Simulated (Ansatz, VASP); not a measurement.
# HfGe in two plane-wave programs, part 2 of 2

One calculation is typed for both programs; each brings its own data sets. How far apart do they land? The cell is generated by rule, not measured, and may not be a known phase. The cell is taken from a series of runs on this material, whose earlier steps may have relaxed, scaled, displaced or heated it; both programs get it as it stands.

VASP 6.6.1 and Ansatz 0.2.0.

So far: Starting point; VASP: zone-centre phonons, PBEsol.

### Step 2. VASP: zone-centre phonons, PBEsol (continued)

Level of this step: PBEsol; plane waves and PAW (Hf_pv, Ge_d); invented cell (VASP).

Numbers of over 12 decimals in the logs are rounded to 6 here.

OUTCAR, selected parts (step 2):

```text
ion  position               nearest neighbor table
   1  0.333  0.667  0.938-   3 2.64   3 2.64   4 2.65   4 2.65   4 2.65   2 3.74   2 3.74   2 3.74
                             2 3.74   2 3.74   2 3.74
   2  0.667  0.333  0.438-   4 2.64   4 2.64   3 2.65   3 2.65   3 2.65   1 3.74   1 3.74   1 3.74
                             1 3.74   1 3.74   1 3.74
   3  0.333  0.667  0.438-   1 2.64   1 2.64   2 2.65   2 2.65   2 2.65
   4  0.667  0.333  0.938-   2 2.64   2 2.64   1 2.65   1 2.65   1 2.65

  LATTYP: Found a hexagonal cell.
 ALAT       =     4.5826278453
 C/A-ratio  =     1.1516217299

 Subroutine GETGRP returns: Found 24 space group operations
 (whereof  6 operations were pure point group operations)

The static configuration has the point symmetry C_3v.
 The point group associated with its full space group is D_6h.

 Found     95 irreducible k-points:

   k-points           NKPTS =     95   k-points in BZ     NKDIM =     95   number of bands    NBANDS=     30

   dimension x,y,z NGX =    36 NGY =   36 NGZ =   40
   dimension x,y,z NGXF=    72 NGYF=   72 NGZF=   80

   ENCUT  =  500.0 eV  36.75 Ry    6.06 a.u.   8.36  8.36  9.62*2*pi/ulx,y,z

   NELECT =      48.0000    total number of electrons

 k-points in reciprocal lattice and weights: Automatic mesh
   0.00000000  0.00000000  0.00000000       0.001
   0.08333333  0.00000000  0.00000000       0.005
   0.16666667  0.00000000  0.00000000       0.005
   0.25000000  0.00000000  0.00000000       0.005
   0.33333333  0.00000000  0.00000000       0.005
   0.41666667 -0.00000000  0.00000000       0.005
   0.50000000  0.00000000  0.00000000       0.003
   0.08333333  0.08333333  0.00000000       0.005
   0.16666667  0.08333333  0.00000000       0.010
[...]
0.33333333  0.25000000  0.50000000       0.010
   0.33333333  0.33333333  0.50000000       0.002

 average (electrostatic) potential at core
       1 -38.5300       2 -38.5300       3 -73.9497       4 -73.9497

  Total       -0.2659886     -0.2659886     -0.2543950     -0.0000000      0.0000000      0.0000000
  in kB       -4.4400648     -4.4400648     -4.2465371     -0.0000000      0.0000000      0.0000000
  external PRESSURE =      -4.3755556 kB  Pullay stress =       0.0000000 kB

  energy-cutoff  :      500.00
  volume of cell :       95.98
      direct lattice vectors                 reciprocal lattice vectors
     4.582627845 -0.000003180  0.000000000     0.218215494  0.125986572  0.000000000
    -2.291311169  3.968673720  0.000000000     0.000000175  0.251973448  0.000000000
     0.000000000  0.000000000  5.277453807     0.000000000  0.000000000  0.189485316

 POSITION                                       TOTAL-FORCE (eV/Angst)
 -----------------------------------------------------------------------------------
      0.00000      2.64578      4.94761        -0.000000     -0.000000     -0.000000
      2.29131      1.32289      2.30889         0.000000     -0.000000      0.000000
      0.00000      2.64578      2.30889        -0.000000      0.000000      0.000000
      2.29131      1.32289      4.94761         0.000000      0.000000     -0.000000
 -----------------------------------------------------------------------------------
    total drift:                               -0.000000      0.000000      0.000000

 Eigenvectors and eigenvalues of the dynamical matrix
 ----------------------------------------------------

   1 f  =    7.640839 THz    48.008809 2PiTHz  254.870961 cm-1    31.599958 meV
             X         Y         Z           dx          dy          dz
      0.000002  2.645781  4.947613    -0.000000   -0.000000    0.343769
      2.291315  1.322889  2.308886    -0.000000   -0.000000   -0.343769
      0.000002  2.645781  2.308886     0.000000   -0.000000   -0.617918
      2.291315  1.322889  4.947613     0.000000    0.000000    0.617918

   2 f  =    6.537643 THz    41.077219 2PiTHz  218.072281 cm-1    27.037505 meV
             X         Y         Z           dx          dy          dz
      0.000002  2.645781  4.947613    -0.000000   -0.000000    0.380110
      2.291315  1.322889  2.308886    -0.000000   -0.000000    0.380110
      0.000002  2.645781  2.308886     0.000000    0.000000   -0.596252
      2.291315  1.322889  4.947613     0.000000    0.000000   -0.596252

   3 f  =    6.461070 THz    40.596097 2PiTHz  215.518081 cm-1    26.720824 meV
             X         Y         Z           dx          dy          dz
      0.000002  2.645781  4.947613    -0.016396   -0.380083   -0.000000
      2.291315  1.322889  2.308886    -0.016396   -0.380083   -0.000000
      0.000002  2.645781  2.308886     0.025688    0.595490    0.000000
      2.291315  1.322889  4.947613     0.025688    0.595490    0.000000

   4 f  =    6.461070 THz    40.596097 2PiTHz  215.518081 cm-1    26.720824 meV
             X         Y         Z           dx          dy          dz
      0.000002  2.645781  4.947613    -0.380083    0.016396   -0.000000
      2.291315  1.322889  2.308886    -0.380083    0.016396   -0.000000
      0.000002  2.645781  2.308886     0.595490   -0.025688    0.000000
      2.291315  1.322889  4.947613     0.595490   -0.025688    0.000000

   5 f  =    6.327834 THz    39.758954 2PiTHz  211.073825 cm-1    26.169807 meV
             X         Y         Z           dx          dy          dz
      0.000002  2.645781  4.947613    -0.014338   -0.332750   -0.000000
      2.291315  1.322889  2.308886     0.014338    0.332750   -0.000000
      0.000002  2.645781  2.308886    -0.026852   -0.623178    0.000000
      2.291315  1.322889  4.947613     0.026852    0.623178    0.000000

   6 f  =    6.327834 THz    39.758954 2PiTHz  211.073825 cm-1    26.169807 meV
             X         Y         Z           dx          dy          dz
      0.000002  2.645781  4.947613     0.332750   -0.014338    0.000000
      2.291315  1.322889  2.308886    -0.332750    0.014338    0.000000
      0.000002  2.645781  2.308886     0.623178   -0.026852   -0.000000
      2.291315  1.322889  4.947613    -0.623178    0.026852   -0.000000

   7 f  =    2.551364 THz    16.030690 2PiTHz   85.104329 cm-1    10.551587 meV
             X         Y         Z           dx          dy          dz
      0.000002  2.645781  4.947613     0.026852    0.623178    0.000000
      2.291315  1.322889  2.308886    -0.026852   -0.623178   -0.000000
      0.000002  2.645781  2.308886    -0.014338   -0.332750    0.000000
      2.291315  1.322889  4.947613     0.014338    0.332750   -0.000000

   8 f  =    2.551364 THz    16.030690 2PiTHz   85.104329 cm-1    10.551587 meV
             X         Y         Z           dx          dy          dz
      0.000002  2.645781  4.947613    -0.623178    0.026852   -0.000000
      2.291315  1.322889  2.308886     0.623178   -0.026852   -0.000000
      0.000002  2.645781  2.308886     0.332750   -0.014338   -0.000000
      2.291315  1.322889  4.947613    -0.332750    0.014338   -0.000000

   9 f  =    2.362891 THz    14.846484 2PiTHz   78.817570 cm-1     9.772129 meV
             X         Y         Z           dx          dy          dz
      0.000002  2.645781  4.947613     0.000000    0.000000   -0.617918
      2.291315  1.322889  2.308886    -0.000000   -0.000000    0.617918
      0.000002  2.645781  2.308886    -0.000000   -0.000000   -0.343769
      2.291315  1.322889  4.947613     0.000000    0.000000    0.343769

  10 f/i=    0.001446 THz     0.009088 2PiTHz    0.048246 cm-1     0.005982 meV
             X         Y         Z           dx          dy          dz
      0.000002  2.645781  4.947613     0.000000    0.000000    0.596252
      2.291315  1.322889  2.308886     0.000000    0.000000    0.596252
      0.000002  2.645781  2.308886     0.000000    0.000000    0.380110
      2.291315  1.322889  4.947613     0.000000    0.000000    0.380110

  11 f/i=    0.002110 THz     0.013257 2PiTHz    0.070380 cm-1     0.008726 meV
             X         Y         Z           dx          dy          dz
      0.000002  2.645781  4.947613    -0.090138    0.589189    0.000000
      2.291315  1.322889  2.308886    -0.090138    0.589189    0.000000
      0.000002  2.645781  2.308886    -0.057532    0.376061    0.000000
      2.291315  1.322889  4.947613    -0.057532    0.376061    0.000000

  12 f/i=    0.002110 THz     0.013257 2PiTHz    0.070380 cm-1     0.008726 meV
             X         Y         Z           dx          dy          dz
      0.000002  2.645781  4.947613    -0.589189   -0.090138    0.000000
      2.291315  1.322889  2.308886    -0.589189   -0.090138    0.000000
      0.000002  2.645781  2.308886    -0.376061   -0.057532    0.000000
      2.291315  1.322889  4.947613    -0.376061   -0.057532    0.000000

 ELASTIC MODULI CONTR FROM IONIC RELAXATION (kBar)
 Direction    XX          YY          ZZ          XY          YZ          ZX
 --------------------------------------------------------------------------------
 XX        -491.6269    491.6269      0.0000     -0.0000     -0.0000      0.0000
 YY         491.6269   -491.6269     -0.0000     -0.0000      0.0000     -0.0000
 ZZ           0.0000     -0.0000     -0.0000     -0.0000     -0.0000      0.0000
 XY          -0.0000     -0.0000     -0.0000   -491.6269      0.0000      0.0000
 YZ          -0.0000      0.0000     -0.0000      0.0000     -0.0000      0.0000
 ZX           0.0000     -0.0000      0.0000      0.0000      0.0000     -0.0000
 --------------------------------------------------------------------------------
```

### Step 3. Ansatz: zone-centre phonons, PBEsol

Ansatz runs on norm-conserving files, of PseudoDojo where its log says so.

The same cell, functional, mesh and smearing now go to Ansatz, which takes its cutoff from its data sets.

Input file input.yaml:

```yaml
crystal:
  lattice:
    - [4.5826278453, -3.1801e-06, 0.0]
    - [-2.2913111686, 3.9686737202, 0.0]
    - [0.0, 0.0, 5.2774538066]
  atoms:
    - { symbol: Hf, position: [0.3333333333, 0.6666666667, -0.0625] }
    - { symbol: Hf, position: [0.6666666667, 0.3333333333, 0.4375] }
    - { symbol: Ge, position: [0.3333333333, 0.6666666667, 0.4375] }
    - { symbol: Ge, position: [0.6666666667, 0.3333333333, 0.9375] }
kpoints:
  mp_grid: { grid: [12, 12, 8] }
hamiltonian:
  xc: pbesol
  pseudopotentials: { kind: nc }
scf:
  occupations: { method: methfessel_paxton, width: 0.2 }
output:
  eigenvalues: true
phonons:
  method: dfpt
```

Run with:

```console
> ansatz run input.yaml --threads 4 --pin off --max-ram 7168MiB --backend cpu --events-out ev --progress --plain --runs-dir out
```

The log of the run:

```text
Engine: ansatz 0.2.0, aarch64-unknown-linux-gnu
Pseudopotentials: kind: nc
Pseudopotential: Hf, nc, valence charge 12, recommended cutoff 789.130201 eV (normal), Hf.nc.azcp (PseudoDojo's, or run here from an input of PseudoDojo's: the run reads no file of this project's for it)
Pseudopotential: Ge, nc, valence charge 14, recommended cutoff 1061.244064 eV (normal), Ge.nc.azcp (PseudoDojo's, or run here from an input of PseudoDojo's: the run reads no file of this project's for it)
Functional definition: PBEsol
  exchange = pbesol_x
  correlation = pbesol_c
Crystal: 4 atoms, lattice volume = 95.981 Å³
Basis set: ecut = 1061.244064 eV, 7433 PW (Γ), exchange–correlation on 100×100×128 points (8 copies of the dense FFT grid, shifted against one another)
Bands: 32, of which v1, the nominal top of the filled ones, is band 26 counted from 1 (25 counted from 0)
Symmetry: 24 space group operations
k-points: 320 of 1152 (irreducible under 2 space group operations, time reversal used)
Non-local potential: Hf, projectors of the file, l = 0: 2, l = 1: 2, l = 2: 2, l = 3: 2
Non-local potential: Ge, projectors of the file, l = 0: 2, l = 1: 2, l = 2: 2
Initial density: superposition of atomic densities (chi_scale 0.1, normalization cell, long waves kept (reshape's long-wave potential 0.00 eV rms))
Initial wavefunctions: pseudopotential atomic-orbital guess
Functional: x = pbesol(κ = 0.804, μ = 0.123457), c = pbesol(β = 0.046)
SCF iter   1: F=—  HF=-7924.603616 eV  |F-HF|=—  |Δ(HF+E_count)|=         —  Δρ=4.80e-2  dr2=1.77e0  ethr=3.10e-3  ⟨swp⟩=6.4  Hψ=45362  notcnv=0
preconditioner: auto → Kerker (q_TF=auto, 2.463 Å⁻¹)  [metal: Δε(μ)=0.037 eV  Ē_g=16.127 eV  σ=0.200 eV  W_gap=0.15  n_scr=22 (ndim 8)  ℏωp=22.7 eV  f_vac=0.001  D(μ)=0.48/eV (n_scr^D=0)]
SCF iter   2: F=—  HF=-7924.136064 eV  |F-HF|=—  |Δ(HF+E_count)|=   4.68e-1  S|Δr|=    0.00e0  Δρ=2.70e-2  dr2=7.05e-1  ethr=3.10e-3  ⟨swp⟩=1.5  Hψ=14507  notcnv=0  defer=6
SCF iter   3: F=—  HF=-7923.957679 eV  |F-HF|=—  |Δ(HF+E_count)|=   1.78e-1  S|Δr|=    0.00e0  Δρ=8.97e-3  dr2=8.12e-2  ethr=1.36e-3  ⟨swp⟩=2.0  Hψ=16941  notcnv=0  defer=8
SCF iter   4: F=—  HF=-7923.946012 eV  |F-HF|=—  |Δ(HF+E_count)|=   1.17e-2  S|Δr|=    0.00e0  Δρ=8.39e-3  dr2=3.01e-2  ethr=1.56e-4  ⟨swp⟩=2.9  Hψ=17968  notcnv=0  defer=6
SCF iter   5: F=—  HF=-7923.933582 eV  |F-HF|=—  |Δ(HF+E_count)|=   1.24e-2  S|Δr|=    0.00e0  Δρ=1.21e-3  dr2=1.91e-3  ethr=5.80e-5  ⟨swp⟩=2.3  Hψ=17053  notcnv=0  defer=76
SCF iter   6: F=—  HF=-7923.933545 eV  |F-HF|=—  |Δ(HF+E_count)|=   3.71e-5  S|Δr|=    0.00e0  Δρ=4.55e-4  dr2=2.04e-4  ethr=3.67e-6  ⟨swp⟩=2.2  Hψ=16182  notcnv=0  defer=87
SCF iter   7: F=—  HF=-7923.933569 eV  |F-HF|=—  |Δ(HF+E_count)|=   2.40e-5  S|Δr|=    0.00e0  Δρ=5.72e-5  dr2=4.15e-6  ethr=3.93e-7  ⟨swp⟩=2.5  Hψ=16604  notcnv=0  defer=87
SCF iter   8: F=—  HF=-7923.933475 eV  |F-HF|=—  |Δ(HF+E_count)|=   9.35e-5  S|Δr|=    0.00e0  Δρ=1.14e-5  dr2=1.59e-7  ethr=7.99e-9  ⟨swp⟩=2.7  Hψ=19032  notcnv=0  defer=399
SCF iter   9: F=—  HF=-7923.933475 eV  |F-HF|=—  |Δ(HF+E_count)|=   1.74e-8  S|Δr|=    0.00e0  Δρ=3.89e-6  dr2=9.68e-9  ethr=3.07e-10  ⟨swp⟩=2.7  Hψ=18709  notcnv=0  defer=399
SCF iter  10: F=—  HF=-7923.933475 eV  |F-HF|=—  |Δ(HF+E_count)|=   3.92e-9  S|Δr|=    0.00e0  Δρ=9.71e-7  dr2=7.87e-10  ethr=1.86e-11  ⟨swp⟩=2.6  Hψ=18803  notcnv=0  defer=399
SCF iter  11: F=—  HF=-7923.933475 eV  |F-HF|=—  |Δ(HF+E_count)|=  1.18e-11  S|Δr|=    0.00e0  Δρ=1.49e-7  dr2=1.79e-11  ethr=1.51e-12  ⟨swp⟩=2.6  Hψ=18737  notcnv=0  defer=399
SCF iter  12: F=-7923.933475 eV  HF=-7923.933475 eV  |F-HF|=9.09e-13  |Δ(HF+E_count)|=  5.46e-11  S|Δr|=    0.00e0  Δρ=3.08e-8  dr2=8.56e-13  ethr=1.00e-12  ⟨swp⟩=15.3  Hψ=66790  notcnv=0
SCF 1 converged in 12 iterations: F = -7923.933475 eV  dr2 = 8.56e-13
DFPT response loops at Γ: preconditioner auto → Kerker (q_TF=auto, 2.463 Å⁻¹) (partly filled bands, converged f_vac=0.037); β = 1.00, the filter's whole step (`scf.mixing.beta` (0.50) is not read by the response loops under this deck's `scf.mixing.preconditioner`; to damp them name `kerker` or `kerker_dos`, under which they read `scf.mixing.beta`, and type it under 1.00, their step now; both keys bind the ground state too); Broyden in place of MSR1
SCF converged after 12 iterations
Stability not checked: this state was not tested for a lower state beside it, because cold or Methfessel-Paxton smearing, or corrected tetrahedra, fill the levels in a way that the test cannot read (fill_not_monotonic; see scf.lower_state_search)
Free energy (F): -7923.933475 eV
Harris-Foulkes:  -7923.933475 eV  (|F-HF|=9.09e-13)
Internal energy: -7923.933940 eV  (E = F + TS)
E sigma→0 (E₀):  -7923.933592 eV
Entropy (-TS):   0.000464 eV (0.116 meV/atom)
Fermi energy:    10.403865 eV
--- Per-component energies (eV) ---
  E_band       = -601.819987
  E_kinetic    = 4424.630287
  E_local      = -5565.739431  (includes V_loc(G=0)·N_el)
  E_nonlocal   = -2415.392579
  E_hartree    = 2119.868702
  E_xc         = -1945.574892
  E_vxc        = -1285.055668  (∫ρ·V_xc dr)
  E_ewald      = -4541.726027
  E_smearing   = 0.000464  (= −TS)
  E_closure    = 0.000000  (closes the sum)
  Σ components = -7923.933475   (vs F -7923.933475, Δ=0.00e0)
--- Band table (eV; the first three rows and the last of 320) ---
  k-point 0: bands = [... 22 lower, 8.4961, 8.8044, 8.8044, 10.8317, 10.8317, 11.8282, 13.2458, 13.2504, ... 2 higher]
  k-point 1: bands = [... 22 lower, 8.4515, 8.6953, 8.6953, 11.0580, 11.0580, 11.2624, 12.9302, 13.3549, ... 2 higher]
  k-point 2: bands = [... 22 lower, 8.3502, 8.4845, 8.4845, 10.0123, 11.6079, 11.6079, 12.9982, 13.5462, ... 2 higher]
  k-point 319: bands = [... 22 lower, 8.4358, 8.4358, 9.2342, 9.2342, 11.5127, 11.5127, 12.9362, 12.9362, ... 2 higher]
--- Phonons (Γ-DFPT): 4 representative perturbations + reference, on 320 of 1152 k-points (Σ response iterations 13) ---
  k mesh reduced under 2 symmetry operations, with k and −k counted as one. Each operation leaves every solved perturbation unchanged. A smaller set is not used because it would not reduce the number of displacements times k-points to solve
  ASR residual: 2.107e-4 → 0.000e0 eV/Å²; symmetrization residual: 3.153e-4 eV/Å²
  ASR residual per site (eV/Å²): 2.11e-4 2.11e-4 1.64e-4 1.64e-4
  Γ frequencies (cm⁻¹): 0.00 0.00 0.00 78.59 84.90 84.90 211.22 211.22 215.57 215.57 217.67 254.85
  non-analytic LO–TO correction: not included (Born effective charges unavailable; polar crystals: no LO–TO splitting at Γ)
```

### Step 4. Side by side

Known differences besides the potentials themselves: the data sets hold 52 valence electrons in Ansatz (on norm-conserving files, of PseudoDojo where its log says so) and 48 in VASP; the cutoff is 1061.24 eV in Ansatz and 500 eV in VASP. Total energies have different zeros and are not compared.

The two programs side by side:

| quantity | Ansatz | VASP | difference |
| --- | --- | --- | --- |
| optical mode 1 (cm⁻¹) | 78.6 | 78.8 | -0.29 % |
| optical mode 2 to 3 (cm⁻¹) | 84.9 | 85.1 | -0.24 % |
| optical mode 4 to 5 (cm⁻¹) | 211.2 | 211.1 | +0.07 % |
| optical mode 6 to 7 (cm⁻¹) | 215.6 | 215.5 | +0.02 % |
| optical mode 8 (cm⁻¹) | 217.7 | 218.1 | -0.18 % |
| optical mode 9 (cm⁻¹) | 254.8 | 254.9 | -0.01 % |

Modes are paired by rising frequency, not by their patterns, so a pair may set unlike modes beside each other; they are those without the splitting of longitudinal modes.

### Step 5. Outcome

```json
{
 "r.m.s. difference of the optical zone-centre modes, each program's sorted by frequency (zone-centre phonons, PBEsol)": "0.20 cm⁻¹"
}
```

What this shows: The r.m.s. difference of the optical zone-centre modes, each program's sorted by frequency is 0.20 cm⁻¹ (zone-centre phonons, PBEsol). The data sets hold unlike numbers of valence electrons (52 in Ansatz and 48 in VASP), so part of the differences comes from the potentials. How closely two codes agree says nothing of how well the functional describes the real material.

[Lines on the potential files, build, host, timing and source positions are cut from VASP's logs without a mark.]

[Logs are printed without paths, hosts, clocks, repeated set-up lines and the standing remarks that a program may print on its own settings, such as how far it seeks lower states.]

[Hosts, paths, dates, database ids (printed as entryN), source tags and the programs' standing remarks are cut or masked in the printed files.]
